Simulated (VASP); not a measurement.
An input for Quantum ESPRESSO's pw.x (written as the equivalent of a VASP run, and not itself run):

```
&CONTROL
  calculation = 'vc-relax'
  pseudo_dir = './pseudo'
  outdir = './out'
  tprnfor = .true.
  tstress = .true.
  nstep = 40
  forc_conv_thr = 0.00078
/
&SYSTEM
  ibrav = 0
  nat = 2
  ntyp = 2
  ecutwfc = 70
  occupations = 'smearing'
  smearing = 'methfessel-paxton'
  degauss = 0.00735
  input_dft = 'pbesol'
/
&ELECTRONS
  conv_thr = 7.3e-08
  electron_maxstep = 100
/
&IONS
/
&CELL
  press = 450
/
ATOMIC_SPECIES
  In 114.818 In.upf
  P 30.974 P.upf
CELL_PARAMETERS angstrom
     3.0730001    0.0000000   -0.0000000
     0.0000000    3.0730001    0.0000000
    -0.0000000    0.0000000    3.0730001
ATOMIC_POSITIONS crystal
  In   0.0000000  0.0000000  0.0000000
  P    0.5000000  0.5000000  0.5000000
K_POINTS automatic
  12 12 12 0 0 0
```

Translate this input to VASP (INCAR, KPOINTS, POSCAR, choice of POTCAR).

Several could match; the one computed here: 
KPOINTS:
```
Automatic mesh
0
G
 12 12 12
0 0 0
```

POSCAR:
```
InP
1
    3.0730000521     0.0000000000    -0.0000000000
    0.0000000000     3.0730000521     0.0000000000
   -0.0000000000     0.0000000000     3.0730000521
In P
1 1
Direct
  0.0000000000   0.0000000000   0.0000000000
  0.5000000000   0.5000000000   0.5000000000
```

**INCAR**
```
SYSTEM = InP
PREC = Accurate
ENCUT = 500
EDIFF = 1E-6
NELM = 100
ALGO = Normal
LREAL = .FALSE.
LASPH = .TRUE.
ISMEAR = 1
SIGMA = 0.1
GGA = PS
LMAXMIX = 4
LWAVE = .FALSE.
LCHARG = .FALSE.
IBRION = 2
ISIF = 3
NSW = 40
EDIFFG = -0.02
PSTRESS = 450
```

POTCAR, in this order: In_d P (PBE.64 set). Program: vasp_std.

The two are equivalent in intent, not identical: the potentials are each code's own (VASP's PAW set, PseudoDojo norm-conserving files in pw.x), so ENCUT and ecutwfc are chosen apart and not converted; conv_thr bounds pw.x's estimated SCF error, while EDIFF bounds the energy change between steps; forc_conv_thr acts on force components and is met together with etot_conv_thr.

The structure was generated: InP was put into the CsCl type type (Pm-3m), which need not be its known phase. It was relaxed first under an external pressure of 45 GPa.
